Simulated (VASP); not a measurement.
## MnO2: single point with PBEsol+U

Crystal: MnO2.

```
CELL_PARAMETERS angstrom
4.39600 0.00000 0.00000
0.00000 4.39600 0.00000
0.00000 0.00000 2.87100
ATOMIC_POSITIONS crystal
Mn 0.00000 0.00000 0.00000
Mn 0.50000 0.50000 0.50000
O 0.30200 0.30200 0.00000
O 0.19800 0.80200 0.50000
O 0.69800 0.69800 0.00000
O 0.80200 0.19800 0.50000
```

| Item | Value |
| --- | --- |
| Program | VASP 6.6.1 |
| Task | single point |
| Functional | PBEsol |
| Potentials or basis | VASP PAW PBE potentials, release 64 (Mn_pv, O) |
| Cutoff | 520 eV |
| k mesh | 5 × 5 × 8 |
| Occupations | gaussian, width 0.05 eV |
| Spin | collinear spin, ferromagnetic start |
| Starting moments | [4.0, 4.0, 0.0, 0.0, 0.0, 0.0] μB |
| Hubbard terms | Mn d U = 4 eV |
| Further INCAR settings | ALGO = Fast; EDIFF = 1e-06 |

| Property | Result |
| --- | --- |
| Pressure | 2.9 GPa |
| Largest force | 0.481 eV/Å |
| Band gap on the k mesh | none (metal or under the smearing width) |
| Net moment | 6.03 μB per cell |
| Site moments | Mn +3.03; O -0.04 μB |
| Valence electrons inside the program's atomic spheres | Mn 11.69; O 5.03 |

Forces in eV/Å, atoms in the order of the input:
```
Mn   0.000  0.000  0.000
Mn   0.000  0.000  0.000
O    0.340  0.340  0.000
O   -0.340  0.340  0.000
O   -0.340 -0.340  0.000
O    0.340 -0.340  0.000
```

Stress tensor (GPa, compression positive):
```
2.62 0.00 0.00
0.00 2.62 0.00
0.00 0.00 3.50
```

Levels at points of the mesh, in eV from the Fermi level:
Spin up:
```
           k point  band 24  band 25  band 26  band 27  band 28  band 29  band 30  band 31  band 32  band 33
(0.00, 0.00, 0.00)    -1.11    -1.10    -0.63    -0.63    -0.34    -0.02     2.73     2.73     3.52     7.92
(0.00, 0.00, 0.50)    -2.86    -1.34    -1.34    -0.44    -0.44     1.32     1.32     1.73     1.73    12.71
```
Spin down:
```
           k point  band 20  band 21  band 22  band 23  band 24  band 25
(0.00, 0.00, 0.00)    -0.59    -0.59     0.15     1.67     1.78     2.09
(0.00, 0.00, 0.50)    -2.63    -1.85    -1.85     2.78     2.78     2.91
```

Eigenvalues of the final occupation matrices:
```csv
site,spin,trace,eigenvalues
site 1 d,1,3.93,0.51 0.53 0.95 0.96 0.97
site 1 d,2,0.94,0.07 0.11 0.12 0.31 0.33
site 2 d,1,3.93,0.51 0.53 0.95 0.96 0.97
site 2 d,2,0.94,0.07 0.11 0.12 0.31 0.33
```

Run time: 72 s on 1 thread of Intel(R) Xeon(R) Platinum 8488C (Sapphire Rapids), with other jobs on the host, peak memory 0.24 GiB.

Caveat: the PAW data sets were made with another functional, which shifts forces and pressure a little; only a ferromagnetic start was run, and an antiferromagnetic order may lie lower in energy. The state reached can hang on the start; a lower one may exist.
